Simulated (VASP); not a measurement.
# LiSiP (Cmmm) in VASP: reference runs

Reference runs on LiSiP: the cell as given.

Program: VASP 6.6.1. These are calculated values, not measurements. Logs are shortened: lines on timing, memory, paths and dates and some standing lists are left out, and cuts for length are marked.

**1. Starting point**

The structure is orthorhombic, space group Cmmm (No. 65). Conventional cell: a = 4.058 Å, b = 4.320 Å, c = 5.445 Å, α = 90.00°, β = 90.00°, γ = 90.00°. Li (site symmetry mmm) is surrounded by 2 Si at 2.72 Å and 4 Li at 2.96 Å. Around Si (site symmetry mmm) lie 4 P at 2.03 to 2.16 Å. P (site symmetry mmm) has 4 Si at 2.03 to 2.16 Å as nearest neighbours.

The cell was built by a generator and needn't be a form met in nature.

**2. Single point, PBE**

File INCAR:

```
SYSTEM = LiSiP
PREC = Accurate
ENCUT = 520
EDIFF = 1E-7
ISMEAR = -1
SIGMA = 0.05
LREAL = .False.
LASPH = .True.
NELM = 100
ALGO = Normal
ISIF = 2
LWAVE = .False.
LCHARG = .False.
GGA = PE
NBANDS = 13
```

File KPOINTS:

```
Automatic mesh
0
Gamma
  9 9 5
  0 0 0
```

File POSCAR:

```
LiSiP
1.0
    2.0288322600     -2.1599019800      0.0000000000
    2.0288322600      2.1599019800      0.0000000000
    0.0000000000      0.0000000000      5.4450453500
Li Si P
1 1 1
Direct
    0.5000000000      0.5000000000      0.5000000000
    0.5000000000      0.5000000000      0.0000000000
    0.0000000000      0.0000000000      0.0000000000
```

Potentials or basis: VASP PAW PBE potentials, release 64 (Li_sv, Si, P).

Launch:

```sh
> cat potpaw_PBE.64/Li_sv/POTCAR potpaw_PBE.64/Si/POTCAR potpaw_PBE.64/P/POTCAR > POTCAR
> mpirun -np 1 vasp_std > vasp.out
```

OUTCAR:

```text
SYSTEM = LiSiP
   PREC = Accurate
   ENCUT = 520
   EDIFF = 1E-7
   ISMEAR = -1
   LREAL = .False.
   LASPH = .True.
   NELM = 100
   ISIF = 2
   GGA = PE

 ion  position               nearest neighbor table
   1  0.500  0.500  0.500-   2 2.72   2 2.72
   2  0.500  0.500  0.000-   3 2.03   3 2.03   3 2.16   3 2.16   1 2.72   1 2.72
   3  0.000  0.000  0.000-   2 2.03   2 2.03   2 2.16   2 2.16

  LATTYP: Found a base centered orthorhombic cell.
 ALAT       =     4.0576645200
 B/A-ratio  =     1.0646035272
 C/A-ratio  =     1.3419161005

  Lattice vectors:

 A1 = (   2.0288322600,  -2.1599019800,   0.0000000000)
 A2 = (   2.0288322600,   2.1599019800,   0.0000000000)
 A3 = (   0.0000000000,   0.0000000000,   5.4450453500)

Analysis of symmetry for initial positions (statically):
=====================================================================
 Subroutine PRICEL returns:
 Original cell was already a primitive cell.

 Routine SETGRP: Setting up the symmetry group for a
 base centered orthorhombic supercell.

 Subroutine GETGRP returns: Found  8 space group operations
 (whereof  8 operations were pure point group operations)
 out of a pool of  8 trial point group operations.

The static configuration has the point symmetry D_2h.

Analysis of symmetry for dynamics (positions and initial velocities):
=====================================================================
 Subroutine PRICEL returns:
 Original cell was already a primitive cell.

 Routine SETGRP: Setting up the symmetry group for a
 base centered orthorhombic supercell.

 Subroutine GETGRP returns: Found  8 space group operations
 (whereof  8 operations were pure point group operations)
 out of a pool of  8 trial point group operations.

The dynamic configuration has the point symmetry D_2h.

 Subroutine INISYM returns: Found  8 space group operations
 (whereof  8 operations are pure point group operations),
 and found     1 'primitive' translations

----------------------------------------------------------------------------------------

                                     Primitive cell

  volume of cell :      47.7212

  direct lattice vectors                    reciprocal lattice vectors
     2.028832260 -2.159901980  0.000000000     0.246447185 -0.231491987  0.000000000
     2.028832260  2.159901980  0.000000000     0.246447185  0.231491987  0.000000000
     0.000000000  0.000000000  5.445045350     0.000000000  0.000000000  0.183653200

[... 91 lines left out ...]
   ISIF   =      2    stress and relaxation
   ISYM   =      2    0-nonsym 1-usesym 2-fastsym
   POTIM  = 0.5000    time-step for ionic-motion
   TEBEG  =    0.0;   TEEND  =   0.0 temperature during run
   PSTRESS=    0.0 pullay stress
   NELECT =      12.0000    total number of electrons
   NUPDOWN=      -1.0000    fix difference up-down
   EMIN   =  10.00;   EMAX   =-10.00  energy-range for DOS
   EFERMI =   0.00;   METHOD = LEGACY
   ISMEAR =    -1;   SIGMA  =   0.05  broadening in eV -4-tet -1-fermi 0-gaus
   EFERMI_NEDOS =   21; number of points for ismear=-14 and -15
   IALGO  =     38    algorithm
   IMIX   =      4    mixing-type and parameters
     AMIX     =   0.40;   BMIX     =  1.00
     AMIX_MAG =   1.60;   BMIX_MAG =  1.00
  volume/ion in A,a.u.               =      15.91       107.35
  Fermi-wavevector in a.u.,A,eV,Ry     =   1.033312  1.952676 14.527391  1.067733
  Thomas-Fermi vector in A             =   2.167552
   LORBIT       =      0    0 simple, 1 ext, 2 COOP (PROOUT), +10 PAW based schemes
   GGA     = PE    functional components
   LHFCALC =     F    Hartree Fock is set to
   AEXX    =    0.0000 exact exchange contribution
   IVDW    =     0    specifies the selected vdW correction
   LEPSILON=     F    determine dielectric tensor
   LRPA    =     F    only Hartree local field effects (RPA)
 non-spin polarized calculation
  energy-cutoff  :      520.00
  volume of cell :       47.72
 maximum number of plane-waves:      1302
 NGX is ok and might be reduce to    24
   NGX = 11   NGY = 11   NGZ = 21

 number of electron      12.0000002 magnetization

 Free energy of the ion-electron system (eV)
  ---------------------------------------------------
  ext. energy  EPLUGINS =         0.00000000
  ---------------------------------------------------
  free energy    TOTEN  =       -10.47554456 eV

  energy without entropy =      -10.46436349  energy(sigma->0) =      -10.46995402

 E-fermi :   6.4367     XC(G=0):  -9.3517

 val. band max:        6.4182089007   @ k =  -0.3333   0.1111   0.2000
 cond. band min:       6.4578289329   @ k =   0.0000   0.0000   0.4000
 fundamental gap:      0.0396200321
 Fermi energy:         6.4366977566

 k-point     1 :       0.0000    0.0000    0.0000
  band No.  band energies     occupation
      1     -40.9187      2.00000
      2      -9.9760      2.00000
      3      -0.3318      2.00000
      4       3.0065      2.00000
      5       4.2584      2.00000
      6       4.4782      2.00000
      7       7.5725      0.00000
      8       8.9226      0.00000
      9      11.9065      0.00000
     10      14.8313      0.00000
     11      15.2551      0.00000
     12      15.3312      0.00000
     13      15.8256      0.00000
[... 354 lines left out ...]
  band No.  band energies     occupation
      1     -40.9027      2.00000
      2      -4.1259      2.00000
      3      -2.2556      2.00000
      4      -2.2524      2.00000
      5       1.1561      2.00000
      6       5.3888      2.00000
      7       6.5038      0.41440
      8       9.0183      0.00000
      9       9.7825      0.00000
     10       9.8240      0.00000
     11      10.5430      0.00000
     12      12.5614      0.00000
     13      14.8590      0.00000

 [... further k-points ...]
[... 5 lines left out ...]
  --------------------------------------------------------------------------------------
  -------------------------------------------------------------------------------------
  Total       19.0236655     11.3675150     -0.9216115      0.0000000      0.0000000      0.0000000
  in kB      638.6943906    381.6492719    -30.9418875      0.0000000      0.0000000      0.0000000
  external PRESSURE =     329.8005917 kB  Pullay stress =       0.0000000 kB

 VOLUME and BASIS-vectors are now :
 -----------------------------------------------------------------------------
  energy-cutoff  :      520.00
  volume of cell :       47.72
      direct lattice vectors                 reciprocal lattice vectors
     2.028832260 -2.159901980  0.000000000     0.246447185 -0.231491987  0.000000000
     2.028832260  2.159901980  0.000000000     0.246447185  0.231491987  0.000000000
     0.000000000  0.000000000  5.445045350     0.000000000  0.000000000  0.183653200

 POSITION                                       TOTAL-FORCE (eV/Angst)
 -----------------------------------------------------------------------------------
      2.02883      0.00000      2.72252         0.000000      0.000000      0.000000
      2.02883      0.00000      0.00000        -0.000000     -0.000000      0.000000
      0.00000      0.00000      0.00000         0.000000      0.000000      0.000000
 -----------------------------------------------------------------------------------
    total drift:                                0.000000      0.000000     -0.000000

  FREE ENERGIE OF THE ION-ELECTRON SYSTEM (eV)
  ---------------------------------------------------
  free  energy   TOTEN  =       -10.4755445558 eV

  energy  without entropy=      -10.4643634888  energy(sigma->0) =      -10.46995402
```

It took 24 s on 1 thread of AMD EPYC 9R14 (Zen 4), shared host; peak memory 0.15 GiB.

Results:

```
Free energy            : -10.4755 eV
Band gap on the k mesh : none (metal or under the smearing width)
```

Caveat: the cutoff is under 1.25 times the usual one of these potentials, so pressure, stress and relaxed cells hold a basis-set (Pulay) error; a pressure of tens of GPa on the cell as given is suspect, and the run, the potentials or the cell itself is likely at fault.
